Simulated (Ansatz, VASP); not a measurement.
**CsHg: VASP beside Ansatz**

```xyz
4
Lattice="0.0000 3.9514 3.9514 3.9514 0.0000 3.9514 3.9514 3.9514 0.0000" Properties=species:S:1:pos:R:3 pbc="T T T"
Cs    0.9879    0.9879    0.9879
Cs   -0.9879   -0.9879   -0.9879
Hg    2.9636    2.9636    2.9636
Hg   -2.9636   -2.9636   -2.9636
```

Change from the starting cell: volume scaled by 0.9, LAPW.

Alike in both runs: task single point; functional LDA; k mesh 6 × 6 × 6; occupations fermi-dirac, width 0.05 eV; no spin polarisation.

```csv
,VASP,Ansatz
version,VASP 6.6.1,Ansatz 0.2.0
potentials or method,"VASP PAW LDA potentials, release 64 (Cs_sv, Hg), cutoff 520 eV","all-electron LAPW, scalar-relativistic"
```

|  | VASP | Ansatz | Ansatz less VASP |
| --- | --- | --- | --- |
| pressure (GPa) | 2.9 | 2.6 | -0.30 |

Ansatz ran all-electron here, so the differences hold the error of VASP's frozen core and of both bases.

The runs have no spin-orbit coupling, so splittings on Cs, Hg are missing.
